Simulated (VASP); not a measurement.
These are PBEsol GGA, VASP's PBE PAW potentials (set 64) (plane waves; VASP 6.6.1) values and carry that method's errors.

The input files of a VASP run:

INCAR:
```
NELM = 100
ALGO = Normal
LMAXMIX = 6   # l cut-off of mixed one-centre charges
NEDOS = 601
LCHARG = T
LREAL = F   # projection in real space or not
LWAVE = F
LORBIT = 11   # lm-projected
EDIFF = 1E-7   # SCF stop (eV)
ISIF = 2   # forces and stress, cell fixed
LEFG = T
ENCUT = 400   # plane-wave cut-off (eV)
LASPH = T   # aspherical one-centre terms
ISMEAR = -5
SYSTEM = VW3
PREC = Accurate
GGA = PS
```

File POSCAR:
```
VW3
1
   -3.1092640976     3.0941981759     3.1092640976
    3.0941981759    -3.1092640976     3.1092640976
    1.5621650097     1.5621650097    -1.5621650097
W V
3 1
Direct
  1.0000000000   1.0000000000   1.0000000000
  1.0000000000   0.5000000000   0.0000000000
  0.5000000000   1.0000000000   1.0000000000
  0.5000000000   0.5000000000   0.0000000000
```

**KPOINTS**
```
Automatic mesh
0
Gamma
8 8 15
0 0 0
```

POTCAR, in this order: W_sv V_sv (PBE.64 set). Program: vasp_std.

What VASP printed:

File OSZICAR:
```
       N       E                     dE             d eps       ncg     rms          rms(c)
DAV:   1     0.638416863008E+03    0.63842E+03   -0.27530E+04 17380   0.164E+03
DAV:   2    -0.189320039123E+02   -0.65735E+03   -0.64736E+03 17749   0.561E+02
DAV:   3    -0.545349499978E+02   -0.35603E+02   -0.34848E+02 21792   0.124E+02
DAV:   4    -0.553076982143E+02   -0.77275E+00   -0.76836E+00 19936   0.183E+01
DAV:   5    -0.553246225579E+02   -0.16924E-01   -0.16886E-01 21582   0.266E+00    0.439E+01
DAV:   6    -0.558582398488E+02   -0.53362E+00   -0.60745E+01 23457   0.407E+01    0.258E+01
DAV:   7    -0.531760099135E+02    0.26822E+01   -0.79260E+01 23943   0.503E+01    0.166E+01
DAV:   8    -0.517752411117E+02    0.14008E+01   -0.10430E+01 21320   0.127E+01    0.613E+00
DAV:   9    -0.514055577581E+02    0.36968E+00   -0.12167E+00 23361   0.525E+00    0.257E+00
DAV:  10    -0.513328620309E+02    0.72696E-01   -0.43440E-01 23566   0.439E+00    0.834E-01
DAV:  11    -0.513382220260E+02   -0.53600E-02   -0.32910E-02 24953   0.142E+00    0.750E-01
DAV:  12    -0.513327388888E+02    0.54831E-02   -0.30673E-02 23419   0.169E+00    0.595E-02
DAV:  13    -0.513328188609E+02   -0.79972E-04   -0.37981E-04 18954   0.153E-01    0.498E-02
DAV:  14    -0.513327526734E+02    0.66187E-04   -0.10825E-04 23696   0.929E-02    0.399E-03
DAV:  15    -0.513327498962E+02    0.27773E-05   -0.29671E-06 18984   0.123E-02    0.195E-03
DAV:  16    -0.513327477689E+02    0.21273E-05   -0.45843E-07 18152   0.624E-03    0.165E-03
DAV:  17    -0.513327490930E+02   -0.13241E-05   -0.16493E-07 14228   0.430E-03    0.506E-04
DAV:  18    -0.513327487780E+02    0.31504E-06   -0.10862E-08  9978   0.105E-03    0.156E-04
DAV:  19    -0.513327486464E+02    0.13162E-06   -0.39372E-09  9696   0.432E-04    0.399E-05
DAV:  20    -0.513327486613E+02   -0.14942E-07   -0.67015E-10  9505   0.208E-04
   1 F= -.51332749E+02 E0= -.51332749E+02  d E =0.000000E+00
```

OUTCAR:
```
------------------------ aborting loop because EDIFF is reached ----------------------------------------
  FORCE on cell =-STRESS in cart. coord.  units (eV):
  Direction    XX          YY          ZZ          XY          YZ          ZX
  --------------------------------------------------------------------------------------
  Total        0.2277727      0.2277727      0.2277727      0.0041000     -0.0041000     -0.0041000
  in kB        6.0703975      6.0703975      6.0703975      0.1092695     -0.1092695     -0.1092695
  external PRESSURE =       6.0703975 kB  Pullay stress =       0.0000000 kB
  volume of cell :       60.12
      direct lattice vectors                 reciprocal lattice vectors
    -3.109264098  3.094198176  3.109264098     0.000000000  0.161200303  0.161200303
     3.094198176 -3.109264098  3.109264098     0.161200303  0.000000000  0.161200303
     1.562165010  1.562165010 -1.562165010     0.320845949  0.320845949  0.001554657
 POSITION                                       TOTAL-FORCE (eV/Angst)
 -----------------------------------------------------------------------------------
      0.00000      0.00000      0.00000        -0.000000      0.000000     -0.000000
      1.54710     -1.55463      1.55463        -0.000000      0.000000      0.000000
     -1.55463      1.54710      1.55463        -0.000000      0.000000     -0.000000
     -0.00753     -0.00753      3.10926         0.000000     -0.000000      0.000000
 -----------------------------------------------------------------------------------
    total drift:                               -0.000000     -0.000000      0.000000
  FREE ENERGIE OF THE ION-ELECTRON SYSTEM (eV)
  ---------------------------------------------------
  free  energy   TOTEN  =       -51.3327486613 eV

  energy  without entropy=      -51.3327486613  energy(sigma->0) =      -51.33274866

 total charge

# of ion       s       p       d       tot
------------------------------------------
    1        2.423   6.341   3.410  12.174
    2        2.423   6.341   3.410  12.174
    3        2.423   6.341   3.410  12.174
    4        2.306   6.254   3.058  11.618
--------------------------------------------------
tot          9.577  25.276  13.287  48.140
```
(Selected blocks of OUTCAR.)

### OUTCAR
```
 val. band max:       10.9716442241   @ k =  -0.0000  -0.0000   0.4000

 cond. band min:      10.7707073600   @ k =   0.3750   0.3750   0.4000


 Fermi energy:        10.8405215571

 k-point     1 :       0.0000    0.0000    0.0000
  band No.  band energies     occupation
      1     -62.8286      2.00000
      2     -62.6986      2.00000
      3     -62.6986      2.00000
      4     -52.8671      2.00000
      5     -27.8835      2.00000
      6     -27.5770      2.00000
      7     -27.5770      2.00000
      8     -26.8116      2.00000
      9     -26.8116      2.00000
     10     -26.7564      2.00000
     11     -26.4653      2.00000
     12     -26.4235      2.00000
     13     -26.4235      2.00000
     14     -26.3491      2.00000
     15     -26.3448      2.00000
     16     -26.3448      2.00000
     17       1.9190      2.00000
     18       5.2679      2.00000
     19       5.2679      2.00000
     20       5.4834      2.00000
     21       7.7831      2.00000
     22       7.7831      2.00000
     23       8.4643      2.00000
     24      10.3040      2.00000
     25      10.3040      2.00000
     26      10.5025      2.00000
     27      12.0259     -0.01024
     28      12.0259      0.00000
     29      12.2917      0.00000
     30      12.7250      0.00000
     31      12.7250      0.00000
     32      13.5309      0.00000
     33      13.5937      0.00000

 k-point     2 :       0.1250    0.0000    0.0000
  band No.  band energies     occupation
      1     -62.8242      2.00000
      2     -62.7030      2.00000
      3     -62.6986      2.00000
      4     -52.8673      2.00000
      5     -27.8449      2.00000
      6     -27.5478      2.00000
      7     -27.5465      2.00000
      8     -26.8185      2.00000
      9     -26.8081      2.00000
     10     -26.7561      2.00000
     11     -26.4779      2.00000
     12     -26.4557      2.00000
     13     -26.4288      2.00000
     14     -26.3854      2.00000
     15     -26.3689      2.00000
...
```

For a metal the tetrahedron method with Blöchl corrections gives inexact stress and forces. Unless said otherwise, spin-orbit coupling is left out, though it shifts the bands of the heavy elements here.

The structure was generated: VW3 was put into an ordered model structure (R-3m), which need not be its known phase. It was relaxed first. The run is not spin-polarised, so no magnetic state was tried. The electron count is odd and the run is not spin-polarised, which forces a metal.
